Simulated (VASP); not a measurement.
The system is MgO.

```xyz
2
Lattice="0.0000 2.1085 2.1085 2.1085 0.0000 2.1085 2.1085 2.1085 0.0000" Properties=species:S:1:pos:R:3 pbc="T T T"
Mg    0.0000    0.0000    0.0000
O     2.1085    2.1085    2.1085
```

| Item | Value |
| --- | --- |
| Program | VASP 6.6.1 |
| Task | relaxation of cell and atoms |
| Functional | RPBE |
| Potentials or basis | VASP PAW PBE potentials, release 64 (Mg, O) |
| Cutoff | 600 eV |
| k mesh | 12 × 12 × 12 |
| Occupations | gaussian, width 0.03 eV |
| Spin | no spin polarisation |

At the start: pressure 7.8 GPa; volume 9.37 Å³/atom.

Q: How do energy, volume and symmetry change on relaxing?

A: Over 3 steps the energy falls by 11.1 meV/atom and the volume is 9.85 Å³/atom (+5.1 %); space group Fm-3m (No. 225, to 0.05 Å).

Step by step:
```tsv
step	energy change (eV)	largest force (eV/Å)	pressure (GPa)	volume (Å³)
1	0.0000	0.0000	7.78	18.75
2	-0.0203	0.0000	-2.05	20.01
3	-0.0223	0.0000	0.01	19.71
```

Final structure:
```
Mg O
1.0
     0.00000    2.14382    2.14382
     2.14382    0.00000    2.14382
     2.14382    2.14382    0.00000
Mg O
1 1
Direct
  0.00000 0.00000 0.00000
  0.50000 0.50000 0.50000
```

Caveat: the PAW data sets were made with another functional, which shifts forces and pressure a little.
